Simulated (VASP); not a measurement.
Consider the following.

```
CELL_PARAMETERS angstrom
      0.00000     3.22060     3.22060
      3.22060     0.00000     3.22060
      3.22060     3.22060     0.00000
ATOMIC_POSITIONS crystal
  Pb 0.00000 0.00000 0.00000
  Te 0.50000 0.50000 0.50000
```

Level of theory: PBEsol GGA, VASP's PBE PAW potentials (set 64) (plane waves; VASP). Settings: 530 eV cut-off, 7×7×7 Γ-centred mesh, Gaussian smearing of 0.050 eV, potentials Pb_d Te.

Task: Give the elastic stiffness tensor with the ions relaxed (GPa, in the frame of the cell).

Result: 
|  | xx | yy | zz | yz | xz | xy |
|---|---|---|---|---|---|---|
| xx | 128 | 4.0 | 4.0 | 0.0 | 0.0 | 0.0 |
| yy | 4.0 | 128 | 4.0 | 0.0 | 0.0 | 0.0 |
| zz | 4.0 | 4.0 | 128 | 0.0 | 0.0 | 0.0 |
| yz | 0.0 | 0.0 | 0.0 | 15.0 | 0.0 | 0.0 |
| xz | 0.0 | 0.0 | 0.0 | 0.0 | 15.0 | 0.0 |
| xy | 0.0 | 0.0 | 0.0 | 0.0 | 0.0 | 15.0 |

Task: Estimate the Hill bulk modulus, Hill shear modulus, Young's modulus, Poisson's ratio.

Result: 
```
Item                  Result
------------------  --------
Hill bulk modulus   45.3 GPa
Hill shear modulus  27.7 GPa
Young's modulus     69.0 GPa
Poisson's ratio        0.246
```

The structure comes from a measured TePb entry (Fm-3m) of the Crystallography Open Database, whose conditions weren't checked. It was relaxed first.
